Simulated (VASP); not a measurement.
Given:

```
CELL_PARAMETERS angstrom
      0.00000     2.88650     2.88650
      2.88650     0.00000     2.88650
      2.88650     2.88650     0.00000
ATOMIC_POSITIONS crystal
  La 0.00000 0.00000 0.00000
  C  0.25000 0.25000 0.25000
```

The numbers are results of PBE GGA, VASP's PBE PAW potentials (set 64) (plane waves; VASP), not measurements. Settings: 520 eV cut-off, Gaussian smearing of 0.050 eV, potentials La C.

Question: Give the energies of bands 6 to 10 at the high-symmetry points, in eV from the Fermi level.

Answer: 
```tsv
band	Γ	X	U	L	W
6	-1.34	-2.11	-1.49	-0.79	-0.99
7	-1.34	0.66	0.18	-0.79	-0.59
8	-1.34	0.66	0.31	-0.23	0.43
9	1.62	2.15	1.91	2.68	2.14
10	3.56	3.32	3.44	3.45	3.38
```

It has no gap at this level: it comes out as a metal or semimetal.

The structure was generated: LaC was put into the zinc blende type (F-43m), which need not be its known phase. It was relaxed first, which changed the volume by -31 %. The electron count is odd and the run is not spin-polarised, which forces a metal.
